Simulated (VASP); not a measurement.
Set up this calculation in VASP 6.6.1, as the native input.

| Item | Value |
| --- | --- |
| Task | band structure |
| Functional | HSE06 |
| Potentials or basis | VASP PAW PBE potentials, release 64 (In_d, As) |
| Cutoff | 520 eV |
| k mesh | 6 × 6 × 6 |
| Occupations | gaussian, width 0.1 eV |
| Spin | no spin polarisation |
| Grid for exact exchange (PRECFOCK) | Fast |
| Screening parameter | 0.2 1/A |
| Further INCAR settings | ALGO = Normal; EDIFF = 1e-06; NBANDS = 16 |

InAs:

```
In As
1.0
     0.00000    3.01800    3.01800
     3.01800    0.00000    3.01800
     3.01800    3.01800    0.00000
In As
1 1
Cartesian
  0.0000 0.0000 0.0000
  1.5090 1.5090 1.5090
```

These files were run (other wordings do the same):

POSCAR

```
InAs
1.0
    0.0000000000      3.0180000000      3.0180000000
    3.0180000000      0.0000000000      3.0180000000
    3.0180000000      3.0180000000      0.0000000000
In As
1 1
Direct
    0.0000000000      0.0000000000      0.0000000000
    0.2500000000      0.2500000000      0.2500000000
```

INCAR.step1

```
SYSTEM = InAs
  ALGO = Normal
  EDIFF = 1E-5
  ENCUT = 520
  GGA = PE
  ISIF = 2
  ISMEAR = 0
  LASPH = .TRUE.
  LCHARG = .FALSE.
  LREAL = .FALSE.
  LWAVE = .TRUE.
  NBANDS = 16
  NELM = 100
  PREC = Accurate
  SIGMA = 0.1
```

INCAR.step2

```
SYSTEM = InAs
  ALGO = Normal
  EDIFF = 1E-6
  ENCUT = 520
  GGA = PE
  HFSCREEN = 0.2
  ISIF = 2
  ISMEAR = 0
  ISTART = 1
  LASPH = .TRUE.
  LCHARG = .FALSE.
  LHFCALC = .TRUE.
  LREAL = .FALSE.
  LWAVE = .FALSE.
  NBANDS = 16
  NELM = 100
  PREC = Accurate
  PRECFOCK = Fast
  SIGMA = 0.1
```

KPOINTS

```
k-points
0
G
  6 6 6
  0 0 0
```

KPOINTS_OPT

```
path GXWKGLUWLK,UX
10
line-mode
reciprocal
 0.0000000000  0.0000000000  0.0000000000  G
 0.5000000000  0.0000000000  0.5000000000  X

 0.5000000000  0.0000000000  0.5000000000  X
 0.5000000000  0.2500000000  0.7500000000  W

 0.5000000000  0.2500000000  0.7500000000  W
 0.3750000000  0.3750000000  0.7500000000  K

 0.3750000000  0.3750000000  0.7500000000  K
 0.0000000000  0.0000000000  0.0000000000  G

 0.0000000000  0.0000000000  0.0000000000  G
 0.5000000000  0.5000000000  0.5000000000  L

 0.5000000000  0.5000000000  0.5000000000  L
 0.6250000000  0.2500000000  0.6250000000  U

 0.6250000000  0.2500000000  0.6250000000  U
 0.5000000000  0.2500000000  0.7500000000  W

 0.5000000000  0.2500000000  0.7500000000  W
 0.5000000000  0.5000000000  0.5000000000  L

 0.5000000000  0.5000000000  0.5000000000  L
 0.3750000000  0.3750000000  0.7500000000  K

 0.6250000000  0.2500000000  0.6250000000  U
 0.5000000000  0.0000000000  0.5000000000  X
```

Potentials or basis: VASP PAW PBE potentials, release 64 (In_d, As).

Command:

```console
$ cat potpaw_PBE.64/In_d/POTCAR potpaw_PBE.64/As/POTCAR > POTCAR
$ cp INCAR.step1 INCAR
$ mpirun -np 1 vasp_std > vasp.out
$ cp INCAR.step2 INCAR
$ mpirun -np 1 vasp_std > vasp.out
```

Results of the run:

```yaml
Pressure: 2.0 GPa
Band_gap_on_the_k_mesh: 0.58 eV, direct
Band_gap_along_the_path: 0.58 eV, direct
```

Caveat: the PAW data sets were made with another functional, which shifts forces and pressure a little; spin-orbit coupling is left out, which moves the levels of the heavy elements.

It took 71 min on 1 thread of Intel(R) Xeon(R) 6975P-C (Granite Rapids) (shared host), peak memory 0.35 GiB.
